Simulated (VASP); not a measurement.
An input for Quantum ESPRESSO's pw.x (written as the equivalent of a VASP run, and not itself run):

```
&CONTROL
  calculation = 'vc-relax'
  pseudo_dir = './pseudo'
  outdir = './out'
  tprnfor = .true.
  tstress = .true.
  nstep = 60
  forc_conv_thr = 0.00078
/
&SYSTEM
  ibrav = 0
  nat = 4
  ntyp = 2
  ecutwfc = 92
  occupations = 'smearing'
  smearing = 'methfessel-paxton'
  degauss = 0.00735
  input_dft = 'pbe'
/
&ELECTRONS
  conv_thr = 7.3e-08
  electron_maxstep = 100
/
&IONS
/
&CELL
/
ATOMIC_SPECIES
  Cu 63.546 Cu.upf
  O 15.999 O.upf
CELL_PARAMETERS angstrom
     2.2001595   -1.9212599    0.1043285
     2.2001595    1.9212599    0.1043285
    -0.5734138    0.0000000    5.1715476
ATOMIC_POSITIONS crystal
  Cu   0.0000000  0.5000000  0.0000000
  Cu   0.5000000  1.0000000  0.5000000
  O    0.5190228  0.4809772  0.2500000
  O    0.4809772  0.5190228  0.7500000
K_POINTS automatic
  10 10 6 0 0 0
```

### Question
Write the VASP files for the same calculation (PBE).

### Answer
Several could match; the one computed here: 
File KPOINTS:
```
Automatic mesh
0
Gamma
10 10 6
0 0 0
```

**INCAR**
```
SYSTEM  =  CuO
PREC  =  Accurate; ENCUT  =  500; LREAL  =  .FALSE.
LASPH  =  .TRUE.
EDIFF  =  1E-6; NELM  =  100; ALGO  =  Normal
LMAXMIX  =  4
ISMEAR  =  1; SIGMA  =  0.1
GGA  =  PE
IBRION  =  2; NSW  =  60; ISIF  =  3
EDIFFG  =  -0.02
LWAVE  =  .FALSE.; LCHARG  =  .FALSE.
```

### POSCAR
```
CuO
1.0
  2.2001594536  -1.9212599058   0.1043285198
  2.2001594536   1.9212599058   0.1043285198
 -0.5734138104   0.0000000000   5.1715476160
Cu O
2 2
direct
  0.0000000000   0.5000000000   0.0000000000
  0.5000000000   1.0000000000   0.5000000000
  0.5190228144   0.4809771856   0.2500000000
  0.4809771856   0.5190228144   0.7500000000
```

POTCAR, in this order: Cu O (PBE.64 set). Program: vasp_std.

The two are equivalent in intent, not identical: the potentials are each code's own (VASP's PAW set, PseudoDojo norm-conserving files in pw.x), so ENCUT and ecutwfc are chosen apart and not converted; conv_thr bounds pw.x's estimated SCF error, while EDIFF bounds the energy change between steps; forc_conv_thr acts on force components and is met together with etot_conv_thr.

The structure was generated: CuO was put into the tenorite type (C2/c), which need not be its known phase. This run relaxes it. Symmetry was kept, so distortions that lower it aren't found. The start is the result of an earlier pass.
